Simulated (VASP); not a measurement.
All values below come from rev-vdW-DF2, VASP's PBE PAW potentials (set 64) (plane waves; VASP).

Input for VASP

File POSCAR:
```
MnO2
1
    4.4429615772     0.0000000000     0.0000000000
    0.0000000000     4.4429615772     0.0000000000
    0.0000000000     0.0000000000     2.8803471889
Mn O
2 4
Direct
  0.0000000000   0.0000000000   1.0000000000
  0.5000000000   0.5000000000   0.5000000000
  0.3035189134   0.3035189134   0.0000000000
  0.8035189134   0.1964810866   0.5000000000
  0.1964810866   0.8035189134   0.5000000000
  0.6964810866   0.6964810866   0.0000000000
```

**KPOINTS**
```
Automatic mesh
0
Gamma
7 7 11
0 0 0
```

INCAR:
```
# general
SYSTEM  =MnO2
PREC    =Accurate
ENCUT   =520
LREAL   =F   # projection in real space or not
LASPH   =T

# electronic loop
EDIFF   =1E-7
NELM    =100   # most electronic steps
ALGO    =Normal   # blocked Davidson
LMAXMIX =4

# smearing
ISMEAR  =1   # Methfessel-Paxton
SIGMA   =0.1   # width (eV)

# functional
GGA     =MK
LUSE_VDW=T
AGGAC   =0.0
PARAM1  =0.1234568
PARAM2  =0.7114
ZAB_VDW =-1.8867

# spin
ISPIN   =2   # spin-polarised
MAGMOM  =2.4 -2.4 -0.0 2*0.0 -0.0

# ions
IBRION  =2
NSW     =30
ISIF    =4   # ions and shape, fixed volume
EDIFFG  =-0.01   # ionic stop

# output
LWAVE   =F
LCHARG  =F
LORBIT  =10
```

POTCAR, in this order: Mn_pv O (PBE.64 set). Program: vasp_std.

Output

### OSZICAR
```
       N       E                     dE             d eps       ncg     rms          rms(c)
DAV:   1     0.661347411595E+03    0.66135E+03   -0.28791E+04  7344   0.201E+03
DAV:   2     0.308286397020E+02   -0.63052E+03   -0.59406E+03  7788   0.569E+02
DAV:   3    -0.502558652517E+02   -0.81085E+02   -0.79023E+02  8974   0.192E+02
DAV:   4    -0.534083491425E+02   -0.31525E+01   -0.29420E+01  8502   0.334E+01
DAV:   5    -0.534656770781E+02   -0.57328E-01   -0.57289E-01  7500   0.523E+00    0.427E+01
DAV:   6    -0.510714292652E+02    0.23942E+01   -0.18090E+02  8958   0.121E+02    0.596E+01
DAV:   7    -0.396618657076E+02    0.11410E+02   -0.14419E+02  9440   0.126E+02    0.196E+01
DAV:   8    -0.375670046664E+02    0.20949E+01   -0.95216E+00  7604   0.293E+01    0.799E+00
DAV:   9    -0.371486817925E+02    0.41832E+00   -0.20395E+00  9674   0.143E+01    0.294E+00
DAV:  10    -0.371635742368E+02   -0.14892E-01   -0.19901E-01  7530   0.381E+00    0.161E+00
DAV:  11    -0.371560421781E+02    0.75321E-02   -0.31171E-02  7598   0.219E+00    0.403E-01
DAV:  12    -0.371566563889E+02   -0.61421E-03   -0.30264E-03  8158   0.523E-01    0.243E-01
DAV:  13    -0.371564523320E+02    0.20406E-03   -0.28393E-04  9056   0.222E-01    0.109E-01
DAV:  14    -0.371564083517E+02    0.43980E-04   -0.10691E-04  8344   0.139E-01    0.361E-02
DAV:  15    -0.371564058489E+02    0.25028E-05   -0.83890E-05  8232   0.120E-01    0.194E-02
DAV:  16    -0.371564028380E+02    0.30109E-05   -0.12887E-05  7478   0.455E-02    0.891E-03
DAV:  17    -0.371564027925E+02    0.45515E-07   -0.13054E-06  9580   0.137E-02    0.147E-03
DAV:  18    -0.371564027257E+02    0.66742E-07   -0.23527E-07  5062   0.388E-03
   1 F= -.37156403E+02 E0= -.37156566E+02  d E =-.371564E+02  mag=     0.0000
       N       E                     dE             d eps       ncg     rms          rms(c)
DAV:   1    -0.371581980581E+02   -0.17953E-02   -0.92690E-01  7200   0.663E+00    0.483E-01
DAV:   2    -0.371587544608E+02   -0.55640E-03   -0.28586E-02  8282   0.141E+00    0.345E-01
DAV:   3    -0.371581060754E+02    0.64839E-03   -0.29948E-03 10076   0.739E-01    0.230E-01
DAV:   4    -0.371576500302E+02    0.45605E-03   -0.15946E-03  9382   0.452E-01    0.962E-02
DAV:   5    -0.371576275179E+02    0.22512E-04   -0.32197E-04  7916   0.178E-01    0.390E-02
DAV:   6    -0.371576289838E+02   -0.14659E-05   -0.18072E-05  7792   0.343E-02    0.217E-02
DAV:   7    -0.371576270410E+02    0.19428E-05   -0.32538E-06  8712   0.164E-02    0.778E-03
DAV:   8    -0.371576272431E+02   -0.20212E-06   -0.10860E-06  7874   0.968E-03    0.245E-03
DAV:   9    -0.371576272750E+02   -0.31927E-07   -0.60723E-08  3618   0.277E-03
   2 F= -.37157627E+02 E0= -.37157791E+02  d E =-.122455E-02  mag=     0.0000
       N       E                     dE             d eps       ncg     rms          rms(c)
DAV:   1    -0.371577871242E+02   -0.15988E-03   -0.51489E-02  7200   0.156E+00    0.114E-01
DAV:   2    -0.371578097212E+02   -0.22597E-04   -0.15691E-03  8300   0.327E-01    0.796E-02
DAV:   3    -0.371577864225E+02    0.23299E-04   -0.15815E-04 10086   0.168E-01    0.539E-02
DAV:   4    -0.371577551762E+02    0.31246E-04   -0.89740E-05  9644   0.108E-01    0.236E-02
DAV:   5    -0.371577560498E+02   -0.87362E-06   -0.18505E-05  8030   0.448E-02    0.904E-03
DAV:   6    -0.371577557655E+02    0.28435E-06   -0.11067E-06  7666   0.893E-03    0.511E-03
DAV:   7    -0.371577559141E+02   -0.14866E-06   -0.15201E-07  4208   0.365E-03    0.183E-03
DAV:   8    -0.371577558394E+02    0.74707E-07   -0.72478E-08  3600   0.251E-03
   3 F= -.37157756E+02 E0= -.37157920E+02  d E =-.135311E-02  mag=    -0.0000
```

### OUTCAR
```
------------------------ aborting loop because EDIFF is reached ----------------------------------------
  FORCE on cell =-STRESS in cart. coord.  units (eV):
  Direction    XX          YY          ZZ          XY          YZ          ZX
  --------------------------------------------------------------------------------------
  Total       -2.3093014     -2.3093014     -2.3032997     -0.0000000      0.0000000      0.0000000
  in kB      -65.0730636    -65.0730636    -64.9039415     -0.0000000      0.0000000      0.0000000
  external PRESSURE =     -65.0166896 kB  Pullay stress =       0.0000000 kB
  volume of cell :       56.86
      direct lattice vectors                 reciprocal lattice vectors
     4.446447486  0.000000000  0.000000000     0.224898642  0.000000000  0.000000000
     0.000000000  4.446447486  0.000000000     0.000000000  0.224898642  0.000000000
     0.000000000  0.000000000  2.875832712     0.000000000  0.000000000  0.347725372
 POSITION                                       TOTAL-FORCE (eV/Angst)
 -----------------------------------------------------------------------------------
      0.00000      0.00000      0.00000         0.000000      0.000000      0.000000
      2.22322      2.22322      1.43792         0.000000      0.000000      0.000000
      1.35270      1.35270      0.00000         0.000606      0.000606     -0.000000
      3.57593      0.87052      1.43792         0.000606     -0.000606      0.000000
      0.87052      3.57593      1.43792        -0.000606      0.000606      0.000000
      3.09374      3.09374      0.00000        -0.000606     -0.000606      0.000000
 -----------------------------------------------------------------------------------
    total drift:                                0.000000      0.000000      0.000000
  FREE ENERGIE OF THE ION-ELECTRON SYSTEM (eV)
  ---------------------------------------------------
  free  energy   TOTEN  =       -37.1577558394 eV

  energy  without entropy=      -37.1582482359  energy(sigma->0) =      -37.15791997

 total charge

# of ion       s       p       d       tot
------------------------------------------
    1        0.342   6.446   4.906  11.694
    2        0.342   6.446   4.906  11.694
    3        1.563   3.438   0.000   5.000
    4        1.563   3.438   0.000   5.000
    5        1.563   3.438   0.000   5.000
    6        1.563   3.438   0.000   5.000
--------------------------------------------------
tot          6.934  26.643   9.812  43.389

 magnetization (x)

# of ion       s       p       d       tot
------------------------------------------
    1        0.011   0.019   2.453   2.482
    2       -0.011  -0.019  -2.453  -2.482
    3       -0.001  -0.050   0.000  -0.051
    4        0.001   0.050   0.000   0.051
    5        0.001   0.050   0.000   0.051
    6       -0.001  -0.050   0.000  -0.051
--------------------------------------------------
tot          0.000   0.000   0.000   0.000

 reached required accuracy - stopping structural energy minimisation
```
(Selected blocks of OUTCAR.)

File CONTCAR:
```
MnO2
   1.00000000000000
     4.4464474861031622    0.0000000000000000    0.0000000000000000
     0.0000000000000000    4.4464474861031622    0.0000000000000000
     0.0000000000000000    0.0000000000000000    2.8758327120576181
  Mn              O
     2     4
Direct
     0.0000000000000000    0.0000000000000000    0.0000000000000000
     0.5000000000000000    0.5000000000000000    0.5000000000000000
     0.3042211816841860    0.3042211816841860    0.0000000000000000
     0.8042211816841860    0.1957788183158140    0.5000000000000000
     0.1957788183158140    0.8042211816841860    0.5000000000000000
     0.6957788183158140    0.6957788183158140    0.0000000000000000
```

The compound is MnO2 in the rutile structure. This cell is one point of a volume scan, at 1.03 of the reference volume. Symmetry was kept, so distortions that lower it aren't found.
